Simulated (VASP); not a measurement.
VASP input:

### KPOINTS
```
Automatic mesh
0
Gamma
6 5 4
0 0 0
```

**POSCAR**
```
FeS2
1.0
  3.3198019465   0.0000000000   0.0000000000
  0.0000000000   4.3378557611   0.0000000000
  0.0000000000   0.0000000000   5.2998212549
Fe S
2 4
Cartesian
  0.0000000000   0.0000000000   0.0000000000
  1.6599009733   2.1689278806   2.6499106275
  0.0000000000   0.8968392754   1.9837630956
  1.6599009733   3.0657671559   0.6661475319
  1.6599009733   1.2720886052   4.6336737230
  0.0000000000   3.4410164857   3.3160581593
```

INCAR:
```
! general
SYSTEM   =  FeS2
PREC     =  Accurate
ENCUT    =  400   ! plane-wave cut-off (eV)
LREAL    =  F   ! projection in real space or not
LASPH    =  T

! electronic loop
EDIFF    =  1E-6
NELM     =  100   ! most electronic steps
ALGO     =  Normal   ! blocked Davidson
LMAXMIX  =  4

! smearing
ISMEAR   =  0   ! Gaussian
SIGMA    =  0.05

! spin
ISPIN    =  2   ! spin-polarised
MAGMOM   =  2*4.0 4*0.0

! ions
IBRION   =  2
NSW      =  60   ! most ionic steps
ISIF     =  3   ! ions, shape and volume
EDIFFG   =  -0.02   ! ionic stop

! output
LWAVE    =  F
LCHARG   =  F
LORBIT   =  10
```

POTCAR, in this order: Fe S (LDA.64 set). Program: vasp_std.

Task: Write an equivalent input for Ansatz.

Result: One equivalent input (not run):
Ansatz 0.2 input:
```yaml
crystal:
  lattice:
    - [3.3198019, 0.0000000, 0.0000000]
    - [0.0000000, 4.3378558, 0.0000000]
    - [0.0000000, 0.0000000, 5.2998213]
  atoms:
    - { symbol: Fe, position: [0.0000000, 0.0000000, 0.0000000], spin: 4 }
    - { symbol: Fe, position: [0.5000000, 0.5000000, 0.5000000], spin: 4 }
    - { symbol: S, position: [0.0000000, 0.2067471, 0.3743075] }
    - { symbol: S, position: [0.5000000, 0.7067471, 0.1256925] }
    - { symbol: S, position: [0.5000000, 0.2932529, 0.8743075] }
    - { symbol: S, position: [0.0000000, 0.7932529, 0.6256925] }
kpoints:
  mp_grid: { grid: [6, 5, 4] }
hamiltonian:
  xc: lda
  pseudopotentials: { kind: paw }
magnetization: { spin_polarized: true }
scf:
  occupations: { method: gaussian, width: 0.05 }
  max_iter: 100
relax:
  max_steps: 60
  f_tol: 0.02
  cell: {}
output: { forces: true, stress: true, eigenvalues: true }
```
What does not carry over: each code has its own PAW files, so the cut-off isn't converted (ENCUT is set for VASP's; basis.ecutwfc is left out, and Ansatz then takes the one that its files recommend); Ansatz stops its SCF on the density residual and VASP on the energy change (EDIFF); Ansatz's lda is the Perdew-Wang form, while the LDA potentials of VASP carry Perdew-Zunger's.

The compound is FeS2 in the marcasite structure. It was relaxed first, which changed the volume by -7 %. The start is the result of an earlier pass.
